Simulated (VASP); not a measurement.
Wanted: the native input for a VASP 6.6.1 run.

```yaml
Task: relaxation of the atoms
Functional: r2SCAN
Potentials_or_basis: VASP PAW PBE potentials, release 64 (C, Br, H)
Cutoff: 520 eV
k_mesh: 1 × 1 × 1
Occupations: gaussian, width 0.01 eV
Spin: no spin polarisation
Further_INCAR_settings: ALGO = Normal; EDIFF = 1e-07; IBRION = 2; EDIFFG = -0.01; NSW = 40
```

The structure of C2BrH5 lies in POSCAR:

```
H5C2Br
1.0
   13.0000000000      0.0000000000      0.0000000000
    0.0000000000     12.0000000000      0.0000000000
    0.0000000000      0.0000000000     12.0000000000
C Br H
2 1 5
Direct
    0.4453653800      0.5530500000      0.4791458300
    0.4970653800      0.4506083300      0.5250875000
    0.6317961500      0.4852583300      0.5875791700
    0.3702038500      0.5302416700      0.4449375000
    0.4909038500      0.5905750000      0.4126541700
    0.4335423100      0.6154833300      0.5439625000
    0.5113576900      0.3880166700      0.4613375000
    0.4538423100      0.4129916700      0.5930125000
```

One way to write it, as run:

INCAR

```
PREC = Accurate ; ENCUT = 520
EDIFF = 1E-7 ; ISMEAR = 0
SIGMA = 0.01 ; LREAL = False
LASPH = True ; NELM = 80
ALGO = Normal ; ISIF = 2
LWAVE = False ; LCHARG = False
METAGGA = R2SCAN ; LMIXTAU = True
IBRION = 2 ; NSW = 40
EDIFFG = -0.01
```

KPOINTS

```
regular mesh
0
Gamma
  1 1 1
```

Potentials or basis: VASP PAW PBE potentials, release 64 (C, Br, H).

Run with:

```sh
$ cat potpaw_PBE.64/C/POTCAR potpaw_PBE.64/Br/POTCAR potpaw_PBE.64/H/POTCAR > POTCAR
$ mpirun -np 1 vasp_gam > vasp.out
```

It gave:

```yaml
Energy_gained_by_relaxing: 0.3 meV/atom
Ionic_steps: 12
Largest_force_after_relaxing: 0.010 eV/Å
Gap_between_the_frontier_levels: 5.98 eV
```

Caveat: the PAW data sets were made with another functional, which shifts forces and pressure a little.

Wall time 26 min on 1 thread of Intel(R) Xeon(R) 6975P-C (Granite Rapids), on a shared host, peak memory 1.8 GiB.
